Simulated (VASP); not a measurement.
Data:

```yaml
crystal:
  lattice:
    - [0.00000, 2.82500, 2.82500]
    - [2.82500, 0.00000, 2.82500]
    - [2.82500, 2.82500, 0.00000]
  atoms:
    - { symbol: Ga, position: [0.00000, 0.00000, 0.00000] }
    - { symbol: As, position: [0.25000, 0.25000, 0.25000] }
```

Computed with PBE GGA, VASP's PBE PAW potentials (set 64) (plane waves; VASP). Settings: PREC = Normal, 500 eV cut-off, 4×4×4 Γ-centred mesh, Gaussian smearing of 0.010 eV, potentials Ga_d_GW As_GW.

### Question
What does the run give for the energy per atom (σ→0), pressure, band gap (on the k-mesh) with the smallest direct gap where there is one?

### Answer

band gap (on the k-mesh): 0.51 eV
smallest direct gap (on the k-mesh): 0.51 eV
energy per atom (σ→0): -4.032 eV/atom
pressure: 3.64 GPa

Total energies compare only between runs with the same potentials, cut-off and functional.

The compound is GaAs in the zinc blende structure. The cell was not relaxed at this level. The k-mesh is coarse (spacing up to 0.48 per Å, 2π included), so the numbers may not be converged in it.
